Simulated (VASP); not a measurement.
# WC (Qusongite): the relaxed cell at several levels

Which functional gives the lattice of WC (Qusongite) as experiment finds it, and is a dearer one worth its cost? The levels: LDA, PBEsol, PBE, r2SCAN, PBE + D3(BJ), r2SCAN + rVV10, r2SCAN + D4 and revPBE + D3(BJ). LASPH is on for some levels and off for others; the table marks which. The start is a cell from a database of measured crystal structures.

Program: VASP 6.6.1. Level of theory: LDA; plane waves and PAW (W, C), in the first sound run; inputs show where later runs differ. Results are calculated unless marked as measured.

Experimental background.

“Reflectance spectral studies of spark plasma sintered tungsten carbide pellet” (2024, arxiv:2411.15754) reports for WC, hexagonal WC, by X-ray diffraction (polycrystalline pellet, spark plasma sintered, 99.996 wt% purity): lattice constant a (a of hexagonal cell) 2.906 Å; lattice constant c (c of hexagonal cell) 2.837 Å.

Most raw output is cut from this account.

## 1. The starting structure

Before any relaxation, the start is as follows. It takes space group P-6m2 (No. 187, hexagonal). The conventional cell has a = 2.907 Å, b = 2.907 Å, c = 2.837 Å, α = 90.00°, β = 90.00°, γ = 120.00°. W has 6 C at 2.20 Å nearest. C has 6 W at 2.20 Å nearest. Farther neighbours are not listed.

## 2. Relaxation with LDA

Properties are meant for the cell that this level of theory prefers, so cell and atoms are relaxed first (ISIF = 3) until forces and stress are small; EDIFFG sets the threshold. LDA, the lowest rung, knows the local density alone.

INCAR reads:

```
SYSTEM = WC
PREC = Accurate
ENCUT = 560
EDIFF = 1E-06
NELM = 100
ISMEAR = -1
SIGMA = 0.05
LREAL = .FALSE.
ALGO = Normal
GGA = CA
NBANDS = 11
LORBIT = 11
LWAVE = .FALSE.
LCHARG = .FALSE.
KPAR = 2
IBRION = 2
NSW = 60
ISIF = 3
EDIFFG = -0.01
```

POSCAR reads:

```
WC
1.0
    2.9065000000      0.0000000000      0.0000000000
   -1.4532500000      2.5171028361      0.0000000000
    0.0000000000      0.0000000000      2.8366000000
W C
1 1
Direct
    0.0000000000      0.0000000000      0.0000000000
    0.6666666667      0.3333333333      0.5000000000
```

KPOINTS reads:

```
Automatic mesh
0
Gamma
10 10 9
0 0 0
```

PAW data sets: W and C (PBE family, release 64).

On the command line:

```bash
mpirun -np 2 vasp_std
```

The job ended after 25 s (2 MPI ranks of AMD EPYC 7R43, shared host; peak memory 0.24 GiB; 47 s of CPU time).

The PAW data sets were made with PBE, though LDA sets exist; this is a small mismatch. The data set W keeps the semicore shell frozen, which is cheaper and a little less accurate. The run keeps the 12 symmetry operations of its start, so it cannot find a distortion of lower symmetry.

Step by step:

```csv
step,energy less that of the first step (eV),largest force (eV/Å),pressure (GPa),volume (Å³)
1,0.0000,0.0000,-7.56,20.75
2,0.0785,0.0000,26.86,19.32
3,-0.0088,0.0000,-0.21,20.40
4,-0.0088,0.0000,-0.07,20.39
5,-0.0088,0.0000,0.09,20.38
6,-0.0088,0.0000,-0.25,20.40
7,-0.0088,0.0000,-0.05,20.39
```

```csv
"conventional cell, symmetrised",before,after,change
a (Å),2.907,2.890,-0.6 %
b (Å),2.907,2.890,-0.6 %
c (Å),2.837,2.818,-0.6 %
volume (Å³/atom),10.38,10.19,-1.8 %
```

Final coordinates:

```cif
data_structure
_symmetry_space_group_name_H-M 'P 1'
_symmetry_Int_Tables_number 1
_cell_length_a 2.8902
_cell_length_b 2.8902
_cell_length_c 2.8184
_cell_angle_alpha 90.000
_cell_angle_beta 90.000
_cell_angle_gamma 120.000
_cell_volume 20.39
loop_
_atom_site_label
_atom_site_type_symbol
_atom_site_fract_x
_atom_site_fract_y
_atom_site_fract_z
_atom_site_occupancy
W1 W 0.00000 0.00000 0.00000 1
C2 C 0.66667 0.33333 0.50000 1
```

Numbers from this step:

```yaml
electrons: 10
bands: 11
irreducible_k_points: 70
symmetry_operations: 12
free_energy_toten: -24.85 eV
energy_at_zero_smearing: -24.85 eV
fermi_energy: 8.221 eV
pressure: -0.04550 GPa
metallic: yes
scf_cycles_over_all_ionic_steps: 37
```

It ends with forces that vanish by symmetry and a pressure of -0.05 GPa. The volume lies -1.8 % from that of the database's start, which holds the thermal and zero-point expansion of its experiment. The conventional cell has a = 2.890 and c = 2.818 Å.

## 3. Relaxation with PBEsol

This step: PBEsol; plane waves and PAW (W, C) (VASP 6.6.1).

PBEsol restores the gradient expansion of exchange and is tuned for the cells of solids.

INCAR: that of step 2 with these lines changed.

```diff
@@ -9,3 +9,3 @@
 ALGO = Normal
-GGA = CA
+GGA = PS
 NBANDS = 11
```

POSCAR is that of step 2.

KPOINTS is that of step 2.

On the command line:

```bash
mpirun -np 2 vasp_std
```

Wall time 17 s (2 MPI ranks); peak memory 0.26 GiB.

The PAW data sets were made with PBE, which is usual practice but a small mismatch for other functionals.

Relaxation path:

```csv
step,energy less that of the first step (eV),largest force (eV/Å),pressure (GPa),volume (Å³)
1,0.0000,0.0000,-4.02,20.75
2,0.0208,0.0000,13.05,19.98
3,-0.0025,0.0000,-0.05,20.56
```

```csv
"conventional cell, symmetrised",before,after,change
a (Å),2.907,2.898,-0.3 %
b (Å),2.907,2.898,-0.3 %
c (Å),2.837,2.826,-0.4 %
volume (Å³/atom),10.38,10.28,-0.9 %
```

The relaxed structure:

```
W C
1.0
     2.89817    0.00000    0.00000
    -1.44908    2.50989    0.00000
     0.00000    0.00000    2.82624
W C
1 1
Direct
  0.00000 0.00000 0.00000
  0.66667 0.33333 0.50000
```

This step gave:

- free energy (TOTEN): -23.99 eV
- energy at zero smearing: -23.99 eV
- Fermi energy: 8.266 eV
- pressure: -0.04679 GPa
- SCF cycles over all ionic steps: 24

It ends at 10.28 Å³/atom, -0.9 % from the start, with -0.05 GPa left. The conventional cell has a = 2.898 and c = 2.826 Å.

## 4. Relaxation with PBE

This step: PBE; plane waves and PAW (W, C) (VASP 6.6.1).

PBE, the usual starting point, adds the gradient of the density.

INCAR: that of step 3 with these lines changed.

```diff
@@ -9,3 +9,3 @@
 ALGO = Normal
-GGA = PS
+GGA = PE
 NBANDS = 11
```

POSCAR is that of step 3.

KPOINTS is that of step 3.

On the command line:

```bash
mpirun -np 2 vasp_std
```

The job ended after 24 s (2 MPI ranks; peak memory 0.26 GiB; 47 s of CPU time).

Relaxation path:

```csv
step,energy less that of the first step (eV),largest force (eV/Å),pressure (GPa),volume (Å³)
1,0.0000,0.0000,4.59,20.75
2,0.0219,0.0000,-11.75,21.66
3,-0.0033,0.0000,-0.06,20.99
4,-0.0033,0.0000,0.01,20.98
5,-0.0033,0.0000,0.09,20.99
6,-0.0034,0.0000,0.06,20.99
```

```csv
"conventional cell, symmetrised",before,after,change
a (Å),2.907,2.919,+0.4 %
b (Å),2.907,2.919,+0.4 %
c (Å),2.837,2.844,+0.3 %
volume (Å³/atom),10.38,10.49,+1.1 %
```

The relaxed structure:

```xyz
2
Lattice="2.9192 0.0000 0.0000 -1.4596 2.5281 0.0000 0.0000 0.0000 2.8437" Properties=species:S:1:pos:R:3 pbc="T T T"
W     0.0000    0.0000    0.0000
C     1.4596    0.8427    1.4219
```

It ends at 10.49 Å³/atom, +1.1 % from the start, with 0.06 GPa left. The conventional cell has a = 2.919 and c = 2.844 Å.

## 5. Relaxation with r2SCAN

This step: r2SCAN; plane waves and PAW (W, C) (VASP 6.6.1).

r2SCAN adds the kinetic-energy density, costs more than a GGA and is run with LASPH.

INCAR: that of step 4 with these lines changed.

```diff
@@ -9,3 +9,4 @@
 ALGO = Normal
-GGA = PE
+METAGGA = R2SCAN
+LASPH = .TRUE.
 NBANDS = 11
```

POSCAR is that of step 4.

KPOINTS is that of step 4.

On the command line:

```bash
mpirun -np 2 vasp_std
```

It took 72 s on 2 MPI ranks; peak memory 0.25 GiB; 2.4 min of CPU time.

Step by step:

```csv
step,energy less that of the first step (eV),largest force (eV/Å),pressure (GPa),volume (Å³)
1,0.0000,0.0000,0.15,20.75
2,0.0002,0.0000,-0.20,20.78
3,-0.0002,0.0000,0.01,20.76
```

```csv
"conventional cell, symmetrised",before,after,change
a (Å),2.907,2.909,+0.1 %
b (Å),2.907,2.909,+0.1 %
c (Å),2.837,2.833,-0.1 %
volume (Å³/atom),10.38,10.38,+0.1 %
```

The relaxed structure:

```xyz
2
Lattice="2.9093 0.0000 0.0000 -1.4546 2.5195 0.0000 0.0000 0.0000 2.8329" Properties=species:S:1:pos:R:3 pbc="T T T"
W     0.0000    0.0000    0.0000
C     1.4546    0.8398    1.4164
```

It ends at 10.38 Å³/atom, +0.1 % from the start, with 0.01 GPa left. The conventional cell has a = 2.909 and c = 2.833 Å.

## 6. Relaxation with PBE + D3(BJ)

This step: PBE with D3(BJ); plane waves and PAW (W, C) (VASP 6.6.1).

A dispersion term adds the long-range attraction that semilocal functionals lack. D3 with Becke-Johnson damping keeps a finite attraction at short range.

INCAR: that of step 5 with these lines changed.

```diff
@@ -9,4 +9,4 @@
 ALGO = Normal
-METAGGA = R2SCAN
-LASPH = .TRUE.
+GGA = PE
+IVDW = 12
 NBANDS = 11
```

POSCAR is that of step 5.

KPOINTS is that of step 5.

On the command line:

```bash
mpirun -np 2 vasp_std
```

The job ended after 17 s (2 MPI ranks; peak memory 0.28 GiB).

Dispersion corrections of this kind ignore metallic screening and tend to overbind metals.

It ends at 10.31 Å³/atom, -0.6 % from the start, with -0.05 GPa left. The conventional cell has a = 2.901 and c = 2.830 Å. Against plain PBE, the dispersion term moves a by -0.6 % and c by -0.5 %.

## 7. Relaxation with r2SCAN + rVV10

This step: r2SCAN with rVV10; plane waves and PAW (W, C) (VASP 6.6.1).

LUSE_VDW switches on a nonlocal correlation term for dispersion.

INCAR: that of step 6 with these lines changed.

```diff
@@ -9,4 +9,8 @@
 ALGO = Normal
-GGA = PE
-IVDW = 12
+METAGGA = R2SCAN
+LUSE_VDW = .TRUE.
+IVDW_NL = 2
+BPARAM = 11.95
+CPARAM = 0.0093
+LASPH = .TRUE.
 NBANDS = 11
```

POSCAR is that of step 6.

KPOINTS is that of step 6.

On the command line:

```bash
mpirun -np 2 vasp_std
```

It took 2.6 min on 2 MPI ranks; peak memory 0.4 GiB.

It ends at 10.36 Å³/atom, -0.2 % from the start, with -0.01 GPa left. The conventional cell has a = 2.906 and c = 2.832 Å. Against plain r2SCAN, the dispersion term moves a by -0.1 % and c by -0.0 %.

## 8. Relaxation with r2SCAN + D4

This step: r2SCAN with D4; plane waves and PAW (W, C) (VASP 6.6.1).

D4 lets the coefficients depend on atomic charges too.

INCAR: that of step 7 with these lines changed.

```diff
@@ -10,6 +10,7 @@
 METAGGA = R2SCAN
-LUSE_VDW = .TRUE.
-IVDW_NL = 2
-BPARAM = 11.95
-CPARAM = 0.0093
+IVDW = 13
+VDW_S6 = 1
+VDW_S8 = 0.6018749
+VDW_A1 = 0.51559235
+VDW_A2 = 5.77342911
 LASPH = .TRUE.
```

POSCAR is that of step 7.

KPOINTS is that of step 7.

On the command line:

```bash
mpirun -np 2 vasp_std
```

Elapsed: 2.4 min, on 2 MPI ranks; peak memory 0.26 GiB; 4.7 min of CPU time.

It ends at 10.33 Å³/atom, -0.5 % from the start, with -0.03 GPa left. The conventional cell has a = 2.904 and c = 2.829 Å. Against plain r2SCAN, the dispersion term moves a by -0.2 % and c by -0.1 %.

## 9. Relaxation with revPBE + D3(BJ)

This step: revPBE with D3(BJ); plane waves and PAW (W, C) (VASP 6.6.1).

revPBE by itself binds more weakly than PBE and expands cells; dispersion terms fitted to it are the larger for that.

INCAR: that of step 8 with these lines changed.

```diff
@@ -9,9 +9,4 @@
 ALGO = Normal
-METAGGA = R2SCAN
-IVDW = 13
-VDW_S6 = 1
-VDW_S8 = 0.6018749
-VDW_A1 = 0.51559235
-VDW_A2 = 5.77342911
-LASPH = .TRUE.
+GGA = RE
+IVDW = 12
 NBANDS = 11
```

POSCAR is that of step 8.

KPOINTS is that of step 8.

On the command line:

```bash
mpirun -np 2 vasp_std
```

Wall time 31 s (2 MPI ranks); peak memory 0.26 GiB.

It ends at 10.22 Å³/atom, -1.5 % from the start, with 0.04 GPa left. The conventional cell has a = 2.890 and c = 2.825 Å.

## 10. The cells as a table

This step: relaxed cells at several levels; plane waves and PAW (VASP 6.6.1).

No new run; the numbers come from the runs before.

Lengths are those of the conventional cell; cost is the wall time of each run, as given at its step, times its ranks, without the set-up around it; LASPH differs between rows, which moves results and costs too. Results by level, by row:

```csv
level,volume (Å³/atom),change from the start (%),a (Å),c (Å),cost (core minutes),LASPH
LDA,10.19,-1.8,2.89,2.818,0.833,off
PBEsol,10.28,-0.9,2.898,2.826,0.56,off
PBE,10.49,1.1,2.919,2.844,0.8,off
r2SCAN,10.38,0.1,2.909,2.833,2.4,on
PBE + D3(BJ),10.31,-0.6,2.901,2.83,0.567,off
r2SCAN + rVV10,10.36,-0.2,2.906,2.832,5.17,on
r2SCAN + D4,10.33,-0.5,2.904,2.829,4.77,on
revPBE + D3(BJ),10.22,-1.5,2.89,2.825,1.03,off
```

## 11. Results

| Property | Result |
| --- | --- |
| volume, LDA | 10.19 Å³/atom |
| volume, PBEsol | 10.28 Å³/atom |
| volume, PBE | 10.49 Å³/atom |
| volume, r2SCAN | 10.38 Å³/atom |
| volume, PBE + D3(BJ) | 10.31 Å³/atom |
| volume, r2SCAN + rVV10 | 10.36 Å³/atom |
| volume, r2SCAN + D4 | 10.33 Å³/atom |
| volume, revPBE + D3(BJ) | 10.22 Å³/atom |

For WC (Qusongite) the levels give volumes between 10.19 Å³/atom (LDA) and 10.49 Å³/atom (PBE), a spread of 2.9 %, while the cost of the finished runs spans a factor of 9.2. Within 1 % of experiment on every length: LDA, PBEsol, PBE, r2SCAN, PBE + D3(BJ), r2SCAN + rVV10, r2SCAN + D4 and revPBE + D3(BJ). The nearest, r2SCAN, took 4.3 times the core time of PBEsol and lowers the largest miss from 0.38 to 0.15 %. Thermal and zero-point expansion, often some tenths of a per cent in length, bear on this order: with the measured lengths lowered by an assumed 0.4 % the nearest becomes PBEsol. The costs hold the number of ionic steps as well as the price of the functional. The closing table has room for seven levels; r2SCAN + D4 stands in the table of levels alone. Adding D3(BJ) to PBE changes the volume by -1.8 % (a by -0.6 % and c by -0.5 %). Adding rVV10 to r2SCAN changes the volume by -0.3 % (a by -0.1 % and c by -0.0 %). Adding D4 to r2SCAN changes the volume by -0.5 % (a by -0.2 % and c by -0.1 %). Pairwise corrections of the D and TS kind ignore the screening in a metal, so they may overbind here. Within 0.02 Å all end in space group P-6m2; the runs can't lower the symmetry of the start. Spin-orbit coupling is left out. LASPH is on for some levels and off for others, so differences between them are not the functional's alone. Each is a single relaxation on the plane waves of the start cell, so larger changes of volume carry a basis-set error that was not tested here.

Calculation against experiment:

| quantity | measured | LDA | PBEsol | PBE | r2SCAN | PBE + D3(BJ) | r2SCAN + rVV10 | revPBE + D3(BJ) |
| --- | --- | --- | --- | --- | --- | --- | --- | --- |
| lattice constant a (Å) | 2.906 | 2.890 (-0.5 %) | 2.898 (-0.3 %) | 2.919 (+0.5 %) | 2.909 (+0.1 %) | 2.901 (-0.2 %) | 2.906 (+0.0 %) | 2.890 (-0.5 %) |
| lattice constant c (Å) | 2.837 | 2.818 (-0.7 %) | 2.826 (-0.4 %) | 2.844 (+0.2 %) | 2.833 (-0.1 %) | 2.830 (-0.3 %) | 2.832 (-0.2 %) | 2.825 (-0.4 %) |

Measured values from arxiv:2411.15754 (2024).

Verdict: For the lattice constant a, of the levels listed nearest comes r2SCAN + rVV10 (+0.0 %, good agreement) and farthest revPBE + D3(BJ) (-0.5 %, good agreement). For the lattice constant c, of the levels listed nearest comes r2SCAN (-0.1 %, good agreement) and farthest LDA (-0.7 %, good agreement). The grades are ours: good and fair within 0.7 and 1.5 % for the lattice constant a and 0.8 and 2 % for the lattice constant c. Zero-point motion and thermal expansion are not in the computed lattice constants.

[Lines on the potential files, build, host, timing and source positions are cut from VASP's logs without a mark.]

[Logs are printed without paths, hosts, clocks, repeated set-up lines and the standing remarks that a program may print on its own settings, such as how far it seeks lower states.]

[Hosts, paths, dates, database ids (printed as entryN), source tags and the programs' standing remarks are cut or masked in the printed files.]

[A measured line is paired with the nearest computed mode of its activity, which favours agreement.]
